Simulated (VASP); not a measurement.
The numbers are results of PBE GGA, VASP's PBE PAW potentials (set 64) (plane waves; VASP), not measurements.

A VASP calculation is set up with these files.

File KPOINTS:
```
Automatic mesh
0
Gamma
14 14 14
0 0 0
```

**INCAR**
```
ALGO = Normal
EDIFF = 1E-6
ENCUT = 400
GGA = PE
ISIF = 2
ISMEAR = 1
ISPIN = 2
LASPH = .TRUE.
LCHARG = .FALSE.
LMAXMIX = 4
LORBIT = 10
LREAL = .FALSE.
LWAVE = .FALSE.
MAGMOM = 5.0
NELM = 100
PREC = Accurate
SIGMA = 0.1
SYSTEM = Co
```

File POSCAR:
```
Co
2.3170220
  1.0000000000   0.0000000000   0.0000000000
  0.0000000000   1.0000000000   0.0000000000
  0.0000000000   0.0000000000   1.0000000000
Co
1
Cartesian
  0.0000000000   0.0000000000   0.0000000000
```

POTCAR, in this order: Co (PBE.64 set). Program: vasp_std.

What VASP printed:

**OSZICAR**
```
       N       E                     dE             d eps       ncg     rms          rms(c)
DAV:   1     0.246411134083E+02    0.24641E+02   -0.36395E+03  5436   0.863E+02
DAV:   2    -0.493880607543E+01   -0.29580E+02   -0.27481E+02  5537   0.138E+02
DAV:   3    -0.568808236467E+01   -0.74928E+00   -0.74755E+00  5991   0.266E+01
DAV:   4    -0.569684104167E+01   -0.87587E-02   -0.87567E-02  6257   0.250E+00
DAV:   5    -0.569705593003E+01   -0.21489E-03   -0.21489E-03  6437   0.353E-01    0.154E+01
DAV:   6    -0.650621989567E+01   -0.80916E+00   -0.98472E+00  6024   0.464E+01    0.515E+00
DAV:   7    -0.627381882209E+01    0.23240E+00   -0.19605E+00  6011   0.186E+01    0.237E+00
DAV:   8    -0.626968303100E+01    0.41358E-02   -0.13774E-02  6890   0.118E+00    0.119E+00
DAV:   9    -0.626649963983E+01    0.31834E-02   -0.33098E-03  7211   0.545E-01    0.595E-01
DAV:  10    -0.626502096650E+01    0.14787E-02   -0.20902E-03  6001   0.341E-01    0.107E-01
DAV:  11    -0.626510908238E+01   -0.88116E-04   -0.24453E-04  6650   0.177E-01    0.238E-02
DAV:  12    -0.626510663857E+01    0.24438E-05   -0.93576E-06  6507   0.243E-02    0.248E-02
DAV:  13    -0.626510909087E+01   -0.24523E-05   -0.23986E-06  4627   0.135E-02    0.893E-03
DAV:  14    -0.626510931405E+01   -0.22318E-06   -0.15942E-06  2823   0.118E-02
   1 F= -.62651093E+01 E0= -.62648476E+01  d E =-.785130E-03  mag=     1.8552
```

File OUTCAR:
```
------------------------ aborting loop because EDIFF is reached ----------------------------------------
  FORCE on cell =-STRESS in cart. coord.  units (eV):
  Direction    XX          YY          ZZ          XY          YZ          ZX
  --------------------------------------------------------------------------------------
  Total        0.2632704      0.2632704      0.2632704     -0.0000000      0.0000000      0.0000000
  in kB       33.9095534     33.9095534     33.9095534     -0.0000000      0.0000000      0.0000000
  external PRESSURE =      33.9095534 kB  Pullay stress =       0.0000000 kB
  volume of cell :       12.44
      direct lattice vectors                 reciprocal lattice vectors
     2.317022000  0.000000000  0.000000000     0.431588479  0.000000000  0.000000000
     0.000000000  2.317022000  0.000000000     0.000000000  0.431588479  0.000000000
     0.000000000  0.000000000  2.317022000     0.000000000  0.000000000  0.431588479
 POSITION                                       TOTAL-FORCE (eV/Angst)
 -----------------------------------------------------------------------------------
      0.00000      0.00000      0.00000         0.000000      0.000000      0.000000
 -----------------------------------------------------------------------------------
    total drift:                                0.000000      0.000000      0.000000
  FREE ENERGIE OF THE ION-ELECTRON SYSTEM (eV)
  ---------------------------------------------------
  free  energy   TOTEN  =        -6.2651093141 eV

  energy  without entropy=       -6.2643241838  energy(sigma->0) =       -6.26484760

 total charge

# of ion       s       p       d       tot
------------------------------------------
    1        0.505   0.425   7.278   8.209

 magnetization (x)

# of ion       s       p       d       tot
------------------------------------------
    1        0.009  -0.003   1.852   1.857
```
(Selected blocks of OUTCAR.)

The structure was generated: Co was put into the simple-cubic type (Pm-3m), which need not be its known phase. The cell was not relaxed at this level. The run is one of a series of settings (MAGMOM = 5.0 against the base run), some of them coarse on purpose.
